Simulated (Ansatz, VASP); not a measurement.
# In26Si8O55 (amorphous 62In2O3-38SiO2 (mol %)) in two plane-wave programs

One calculation is typed for both programs; each brings its own data sets. How far apart do they land? The cell is taken from a series of runs on this material, whose earlier steps may have relaxed, scaled, displaced or heated it; both programs get it as it stands.

Main program and level: Ansatz 0.2.0; plane waves, with VASP 6.6.1 beside it; single point at PBEsol.

## Step 1: Starting point

The cell holds 89 atoms: 26 In, 8 Si and 55 O. Its edges and angles: a = 10.779 Å, b = 10.779 Å, c = 10.779 Å, α = 90.0°, β = 90.0°, γ = 90.0°. As first built, before any earlier steps moved the atoms (in the runner's words): 89 atoms (26 Sc, 8 Si, 55 O) placed at random at 3.2 g/cm^3, melted at 5000 K for 10 ps at fixed volume with the Morse and Coulomb pair potential with partial charges (Pedone, Malavasi, Menziani, Cormack and Segre, J. Phys. Chem. B 110, 11780 (2006)). Quenched from 5000 K to 300 K at 50 K/ps and fixed volume, held 10 ps at zero pressure, then minimised at fixed cell. Then Sc was replaced by In and the cell scaled by 1.031 (the potential has no terms for the new elements, so the cell is a start for a DFT relaxation).

## Step 2: Ansatz: single point, PBEsol, pair 1

Ansatz runs on its default PAW (the set named soft_2) files.

A single point gives forces, pressure and levels at one fixed geometry, so differences don't come from the geometry; what else differs is listed under the comparison.

The input, input.yaml:

```yaml
crystal:
  lattice:
    - [10.77896, 0.0, 0.0]
    - [0.0, 10.77896, 0.0]
    - [0.0, 0.0, 10.77896]
  atoms:
    - { symbol: In, position: [0.53422, 0.4316, 0.2555] }
    - { symbol: In, position: [0.33028, 0.69431, 0.54693] }
    - { symbol: In, position: [0.42268, 0.68073, 0.92719] }
    - { symbol: In, position: [0.87413, 0.13303, 0.63822] }
    - { symbol: In, position: [0.59191, 0.18413, 0.77094] }
    - { symbol: In, position: [0.13772, 0.66649, 0.06599] }
    - { symbol: In, position: [0.79184, 0.60899, 0.41451] }
    - { symbol: In, position: [0.254, 0.36341, 0.04334] }
    - { symbol: In, position: [0.66413, 0.79273, 0.23733] }
    - { symbol: In, position: [0.3356, 0.90668, 0.724] }
    - { symbol: In, position: [0.09958, 0.60557, 0.37106] }
    - { symbol: In, position: [0.45962, 0.05096, 0.29522] }
    - { symbol: In, position: [0.22083, 0.5179, 0.77111] }
    - { symbol: In, position: [0.06446, 0.38473, 0.5509] }
    - { symbol: In, position: [0.67562, 0.2416, 0.05074] }
    - { symbol: In, position: [0.93523, 0.31929, 0.86117] }
    - { symbol: In, position: [0.66026, 0.89486, 0.90048] }
    - { symbol: In, position: [0.62637, 0.90545, 0.56274] }
    - { symbol: In, position: [0.75868, 0.37909, 0.5466] }
    - { symbol: In, position: [0.74561, 0.57143, 0.03379] }
    - { symbol: In, position: [0.1571, 0.06497, 0.48141] }
    - { symbol: In, position: [0.02963, 0.95437, 0.88118] }
    - { symbol: In, position: [0.97627, 0.37087, 0.18769] }
    - { symbol: In, position: [0.39219, 0.04358, 0.96595] }
    - { symbol: In, position: [0.75231, 0.11871, 0.30968] }
    - { symbol: In, position: [0.26068, 0.21447, 0.7737] }
    - { symbol: Si, position: [0.68148, 0.63729, 0.73961] }
    - { symbol: Si, position: [0.92018, 0.90135, 0.11939] }
    - { symbol: Si, position: [0.01562, 0.848, 0.56371] }
    - { symbol: Si, position: [0.95935, 0.68047, 0.80435] }
    - { symbol: Si, position: [0.3818, 0.7372, 0.24018] }
    - { symbol: Si, position: [0.46009, 0.4148, 0.59183] }
    - { symbol: Si, position: [0.3021, 0.30048, 0.35899] }
    - { symbol: Si, position: [0.13947, 0.08768, 0.16173] }
    - { symbol: O, position: [0.73717, 0.27912, 0.86869] }
    - { symbol: O, position: [0.8377, 0.23044, 0.1705] }
    - { symbol: O, position: [0.80557, 0.94272, 0.21132] }
    - { symbol: O, position: [0.6329, 0.75197, 0.04061] }
    - { symbol: O, position: [0.03791, 0.00596, 0.07511] }
    - { symbol: O, position: [0.67187, 0.44904, 0.38906] }
    - { symbol: O, position: [0.00746, 0.7854, 0.15894] }
    - { symbol: O, position: [0.31858, 0.14787, 0.38669] }
    - { symbol: O, position: [0.61166, 0.03212, 0.41511] }
    - { symbol: O, position: [0.47202, 0.56339, 0.57702] }
    - { symbol: O, position: [0.57932, 0.18302, 0.21388] }
    - { symbol: O, position: [0.96165, 0.79903, 0.70071] }
    - { symbol: O, position: [0.1209, 0.23811, 0.1285] }
    - { symbol: O, position: [0.91074, 0.33192, 0.66323] }
    - { symbol: O, position: [0.85161, 0.89828, 0.97434] }
    - { symbol: O, position: [0.18833, 0.54886, 0.54527] }
    - { symbol: O, position: [0.96965, 0.9904, 0.54403] }
    - { symbol: O, position: [0.35101, 0.35169, 0.2212] }
    - { symbol: O, position: [0.74702, 0.56781, 0.62186] }
    - { symbol: O, position: [0.95854, 0.11963, 0.81477] }
    - { symbol: O, position: [0.40664, 0.36551, 0.45245] }
    - { symbol: O, position: [0.27502, 0.54327, 0.96154] }
    - { symbol: O, position: [0.17203, 0.88463, 0.58156] }
    - { symbol: O, position: [0.69693, 0.77619, 0.43116] }
    - { symbol: O, position: [0.2891, 0.04937, 0.13631] }
    - { symbol: O, position: [0.94432, 0.48311, 0.42268] }
    - { symbol: O, position: [0.99249, 0.74425, 0.46099] }
    - { symbol: O, position: [0.82054, 0.21082, 0.46508] }
    - { symbol: O, position: [0.3634, 0.23549, 0.94494] }
    - { symbol: O, position: [0.90896, 0.44864, 0.01583] }
    - { symbol: O, position: [0.78336, 0.63617, 0.21744] }
    - { symbol: O, position: [0.57231, 0.58763, 0.83059] }
    - { symbol: O, position: [0.58367, 0.33243, 0.63403] }
    - { symbol: O, position: [0.41712, 0.09739, 0.72698] }
    - { symbol: O, position: [0.70388, 0.04704, 0.68604] }
    - { symbol: O, position: [0.66405, 0.78813, 0.72519] }
    - { symbol: O, position: [0.45251, 0.87292, 0.88562] }
    - { symbol: O, position: [0.30237, 0.70208, 0.75035] }
    - { symbol: O, position: [0.43669, 0.85644, 0.5658] }
    - { symbol: O, position: [0.47514, 0.61847, 0.24798] }
    - { symbol: O, position: [0.05258, 0.74689, 0.90949] }
    - { symbol: O, position: [0.03185, 0.56195, 0.75391] }
    - { symbol: O, position: [0.15975, 0.33381, 0.38507] }
    - { symbol: O, position: [0.34817, 0.38514, 0.69714] }
    - { symbol: O, position: [0.81583, 0.64254, 0.84789] }
    - { symbol: O, position: [0.1375, 0.34353, 0.86501] }
    - { symbol: O, position: [0.47317, 0.8612, 0.25234] }
    - { symbol: O, position: [0.27441, 0.71531, 0.35104] }
    - { symbol: O, position: [0.21716, 0.00681, 0.85128] }
    - { symbol: O, position: [0.62343, 0.42792, 0.08442] }
    - { symbol: O, position: [0.59375, 0.07774, 0.95423] }
    - { symbol: O, position: [0.14999, 0.20798, 0.61103] }
    - { symbol: O, position: [0.10941, 0.52214, 0.19232] }
    - { symbol: O, position: [0.31429, 0.74468, 0.10312] }
    - { symbol: O, position: [0.09582, 0.05064, 0.30039] }
kpoints:
  mp_grid: { grid: [1, 1, 1] }
hamiltonian:
  xc: pbesol
scf:
  occupations: { method: gaussian, width: 0.05 }
output:
  forces: true
```

Command:

```
$ ansatz run input.yaml --threads 4 --pin off --max-ram 8192MiB --backend cpu --events-out ev --progress --plain --runs-dir out
```

Numbers of over 12 decimals in the logs are rounded to 6 here.

Output:

```text
Engine: ansatz 0.2.0, aarch64-unknown-linux-gnu
Pseudopotentials: kind: paw
Pseudopotential: In, paw, valence charge 13, recommended cutoff 420 eV (normal), In.paw.azcp
Pseudopotential: Si, paw, valence charge 4, recommended cutoff 420 eV (normal), Si.paw.azcp
Pseudopotential: O, paw, valence charge 6, recommended cutoff 420 eV (normal), O.paw.azcp
Functional definition: PBEsol
  exchange = pbesol_x
  correlation = pbesol_c
Crystal: 89 atoms, lattice volume = 1252.364 Å³
Basis set: ecut = 420 eV, 24405 PW (Γ), exchange–correlation on 150×150×150 points (8 copies of the dense FFT grid, shifted against one another)
Bands: 439, of which v1, the nominal top of the filled ones, is band 350 counted from 1 (349 counted from 0)
Symmetry: 1 space group operations
Space group: P1 (ITA 1), of the structure as read, at distance tolerance 1.1e-4 Å
k-points: 1
Non-local potential: In, projectors of the file, l = 0: 2, l = 1: 2, l = 2: 2, l = 3: 2
Non-local potential: Si, projectors of the file, l = 0: 2, l = 1: 2, l = 2: 2
Non-local potential: O, projectors of the file, l = 0: 2, l = 1: 2, l = 2: 1
PAW form: soft (Blöchl's): semilocal exchange-correlation on the pseudo side does not see the compensation charge
PAW frozen core: In, regenerated for the run's functional, and the local potential with it (the file was generated under x = pbe(κ = 0.804, μ = 0.219515), c = pbe(β = 0.066725))
PAW frozen core: Si, regenerated for the run's functional, and the local potential with it (the file was generated under x = pbe(κ = 0.804, μ = 0.219515), c = pbe(β = 0.066725))
PAW frozen core: O, regenerated for the run's functional, and the local potential with it (the file was generated under x = pbe(κ = 0.804, μ = 0.219515), c = pbe(β = 0.066725))
PAW one-centre angular grid: In, 590 points (default); XC on 64 Gauss nodes
PAW one-centre angular grid: Si, 110 points (default); XC on 64 Gauss nodes
PAW one-centre angular grid: O, 110 points (default); XC on 64 Gauss nodes
Initial density: superposition of atomic densities (neutral atoms: chi_scale 0, normalization atom), corrected by the library's trained network
Initial wavefunctions: pseudopotential atomic-orbital guess
Functional: x = pbesol(κ = 0.804, μ = 0.123457), c = pbesol(β = 0.046)
SCF iter   1: F=—  HF=-179496.370485 eV  |F-HF|=—  |Δ(HF+E_count)|=         —  Δρ=1.45e-2  dr2=2.16e0  ethr=1.77e-3  ⟨swp⟩=6.0  Hψ=1871  notcnv=0  defer=8
preconditioner: auto → Resta (q_TF=auto, 2.476 Å⁻¹)  ε∞=4.2  [insulator: Δε(μ)=0.546 eV  Ē_g=15.528 eV  σ=0.050 eV  W_gap=1.00  n_scr=340 (ndim 8)  ℏωp=27.8 eV  f_vac=0.085  D(μ)=0.00/eV (n_scr^D=0)  ε∞_Penn≈4.2]
SCF iter   2: F=—  HF=-179495.802885 eV  |F-HF|=—  |Δ(HF+E_count)|=   5.68e-1  Δρ=3.12e-3  dr2=8.63e-2  ethr=3.09e-4  ⟨swp⟩=2.0  Hψ=837  notcnv=0  defer=85
SCF iter   3: F=—  HF=-179495.785142 eV  |F-HF|=—  |Δ(HF+E_count)|=   1.77e-2  Δρ=1.15e-3  dr2=1.91e-2  ethr=1.23e-5  ⟨swp⟩=2.0  Hψ=686  notcnv=0  defer=52
automatic band count: iteration 3 solves 406 bands in place of 439: the levels show a gap, and the empty bands left out lie too high to hold charge; the band table lists the bands solved (type scf.n_extra_bands for more)
SCF iter   4: F=—  HF=-179495.783960 eV  |F-HF|=—  |Δ(HF+E_count)|=   1.18e-3  Δρ=7.27e-4  dr2=6.89e-3  ethr=2.73e-6  ⟨swp⟩=2.0  Hψ=652  notcnv=0  defer=52
SCF iter   5: F=—  HF=-179495.783293 eV  |F-HF|=—  |Δ(HF+E_count)|=   6.67e-4  Δρ=2.29e-4  dr2=8.17e-4  ethr=9.85e-7  ⟨swp⟩=2.0  Hψ=652  notcnv=0  defer=52
SCF iter   6: F=—  HF=-179495.783381 eV  |F-HF|=—  |Δ(HF+E_count)|=   8.89e-5  Δρ=1.32e-4  dr2=2.24e-4  ethr=1.17e-7  ⟨swp⟩=2.0  Hψ=688  notcnv=0  defer=52
SCF iter   7: F=—  HF=-179495.783386 eV  |F-HF|=—  |Δ(HF+E_count)|=   4.62e-6  Δρ=4.43e-5  dr2=2.76e-5  ethr=3.20e-8  ⟨swp⟩=2.0  Hψ=678  notcnv=0  defer=52
SCF iter   8: F=—  HF=-179495.781358 eV  |F-HF|=—  |Δ(HF+E_count)|=   2.03e-3  Δρ=3.31e-5  dr2=1.27e-5  ethr=3.94e-9  ⟨swp⟩=2.0  Hψ=756  notcnv=0  defer=52
SCF iter   9: F=—  HF=-179495.781359 eV  |F-HF|=—  |Δ(HF+E_count)|=   6.08e-7  Δρ=7.49e-6  dr2=7.67e-7  ethr=1.82e-9  ⟨swp⟩=2.0  Hψ=704  notcnv=0  defer=52
SCF iter  10: F=—  HF=-179495.781360 eV  |F-HF|=—  |Δ(HF+E_count)|=   7.78e-7  Δρ=4.53e-6  dr2=2.76e-7  ethr=1.10e-10  ⟨swp⟩=2.0  Hψ=703  notcnv=0  defer=52
SCF iter  11: F=—  HF=-179495.781360 eV  |F-HF|=—  |Δ(HF+E_count)|=   1.66e-7  Δρ=3.58e-6  dr2=1.52e-7  ethr=1.43e-11  ⟨swp⟩=4.0  Hψ=1275  notcnv=0
SCF iter  12: F=-179495.781360 eV  HF=-179495.781360 eV  |F-HF|=4.07e-10  |Δ(HF+E_count)|=   1.37e-8  Δρ=9.93e-7  dr2=1.24e-8  ethr=1.43e-11  ⟨swp⟩=4.0  Hψ=1145  notcnv=0
SCF 1 converged in 12 iterations: F = -179495.781360 eV  dr2 = 1.24e-8
  greatest PAW one-centre occupation: 0.991 electrons in one spin orbital (limit 2), on the In atom at site 18 (counted from 0), in its partial waves of l = 2
SCF converged after 12 iterations
Free energy (F): -179495.781360 eV
Harris-Foulkes:  -179495.781360 eV  (|F-HF|=4.07e-10)
Internal energy: -179495.781360 eV  (E = F + TS)
E sigma→0 (E₀):  -179495.781360 eV
Fermi energy:    6.753279 eV
--- Per-component energies (eV) ---
  E_band       = -1659.297312
  E_kinetic    = 16298.489864
  E_local      = -54130.699348  (includes V_loc(G=0)·N_el)
  E_nonlocal   = 12524.066400
  E_hartree    = 20882.568496
  E_xc         = -9926.780454
  E_vxc        = -8034.471540  (∫ρ·V_xc dr)
  E_paw        = -118706.282326  (= ΣΔE_a)
  E_vpaw       = -10081.953151  (= ΣTr[D̂ρ^β])
  E_aug_tail   = 0.134717  (compensation charges beyond the density's cutoff)
  E_ewald      = -46445.605494
  E_core_change = 8.326785  (= ΣΔE_core)
  E_smearing   = -0.000000  (= −TS)
  E_closure    = 0.000000  (closes the sum)
  Σ components = -179495.781360   (vs F -179495.781360, Δ=0.00e0)
--- Forces (eV/Å), atoms counted from 1 ---
  atom   1  In     0.21921089     0.46830694     0.47813603
  atom   2  In     0.61133518    -0.88111757    -0.17412679
  atom   3  In     0.66253522     0.35847682    -0.24585744
  atom   4  In     0.26952565    -1.00711741     0.15522952
  atom   5  In    -0.22861436    -0.31471963    -0.23414711
  atom   6  In    -0.69645502     0.63649129     0.12157566
  atom   7  In    -0.55120552     0.86054469    -0.35370767
  atom   8  In     0.21927052    -0.93900912    -0.05388777
  atom   9  In     0.16165378    -0.46142122    -0.13216126
  atom  10  In    -0.17979749     0.22457155    -0.08751979
  atom  11  In     0.43094781     0.35749292     0.44249859
  atom  12  In    -0.35328496     0.37722362    -0.02503322
  atom  13  In    -0.38038618     0.51247595    -0.61497175
  atom  14  In     0.92046819    -0.14516171    -0.15480275
  atom  15  In     0.35484920     0.27025212    -0.00645997
  atom  16  In     0.11026779     0.06812410     0.44150517
  atom  17  In     0.36259197    -0.36049302     0.37025761
  atom  18  In    -0.02627822    -0.30743601    -0.33899453
  atom  19  In    -1.03840615    -0.30730715    -0.29863481
  atom  20  In    -0.11765587     0.23109501     0.54898177
  atom  21  In    -0.25369604     0.23694109    -0.49981030
  atom  22  In    -0.05599961     0.20548032    -0.46511337
  atom  23  In    -0.50508466    -0.27050097    -0.16674960
  atom  24  In    -0.55279091     0.40597008     0.44746610
[...]
atom  82  O      0.10349426     0.40254877    -0.13227648
  atom  83  O      0.08313490    -0.07787252    -0.27375758
  atom  84  O     -0.26269917    -0.12612568     0.00341290
  atom  85  O     -0.18460836    -0.20702705    -0.16794971
  atom  86  O     -0.40515845    -0.03353798    -0.10446885
  atom  87  O     -0.13364404    -0.28891653     0.11006691
  atom  88  O     -0.16871587     0.02711924    -0.40691559
  atom  89  O     -0.11098567     0.10497287     0.05844715
  max |Σ_I F_I| component: 1.71e-5 eV/Å
```

(Continued in part 2 of 3.)

[Lines on the potential files, build, host, timing and source positions are cut from VASP's logs without a mark.]

[Logs are printed without paths, hosts, clocks, repeated set-up lines and the standing remarks that a program may print on its own settings, such as how far it seeks lower states.]

[Hosts, paths, dates, database ids (printed as entryN), source tags and the programs' standing remarks are cut or masked in the printed files.]
